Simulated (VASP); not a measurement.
# Al₂Cu (space group Fm-3m): computed properties

The numbers are results of r2SCAN meta-GGA, VASP's PBE PAW potentials (set 64) (plane waves; VASP), not measurements.

```yaml
space_group: Fm-3m (225)
cell: a = 5.7317 Å, b = 5.7317 Å, c = 5.7317 Å, α = 90.00°, β = 90.00°, γ = 90.00°
volume_per_atom: 15.69 Å³/atom
band gap (over mesh and band path): none (metal, semimetal or under 0.01 eV)
density: 4.15 g/cm³
```

```yaml
crystal:
  lattice:
    - [-2.02642, 2.02642, 2.86593]
    - [2.02642, -2.02642, 2.86593]
    - [2.02642, 2.02642, -2.86593]
  atoms:
    - { symbol: Al, position: [0.75000, 0.25000, 0.50000] }
    - { symbol: Al, position: [0.25000, 0.75000, 0.50000] }
    - { symbol: Cu, position: [0.50000, 0.50000, 0.00000] }
```

The structure comes from a computed database's Al2Cu entry (I4/mmm); how it stands against other phases isn't given here. It was relaxed first. The relaxed cell has space group Fm-3m. Symmetry was kept, so distortions that lower it aren't found. The electron count is odd and the run is not spin-polarised, which forces a metal.
